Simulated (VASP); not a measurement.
Given:

```
CELL_PARAMETERS angstrom
      0.00000     2.97072     2.97072
      2.97072     0.00000     2.97072
      2.97072     2.97072     0.00000
ATOMIC_POSITIONS crystal
  Al 0.25000 0.25000 0.25000
  Al 0.75000 0.75000 0.75000
  Pt 0.00000 0.00000 0.00000
```

Computed with optB88-vdW, VASP's PBE PAW potentials (set 64) (plane waves; VASP). Settings: 520 eV cut-off, 8×8×8 Γ-centred mesh, first-order Methfessel-Paxton smearing of 0.10 eV, potentials Al Pt.

Unless said otherwise, spin-orbit coupling is left out, though it shifts the bands of the heavy elements here.

### Question
What does the run give for the energy per atom (σ→0), band gap (on the k-mesh) with the smallest direct gap where there is one?

### Answer

```yaml
band gap (on the k-mesh): none (metal, semimetal or under 0.01 eV)
energy per atom (σ→0): -3.619 eV/atom
```

Only differences to runs with the same potentials and settings are physical.

The compound is PtAl2 in the fluorite structure. It was relaxed first. The start is the result of an earlier pass.
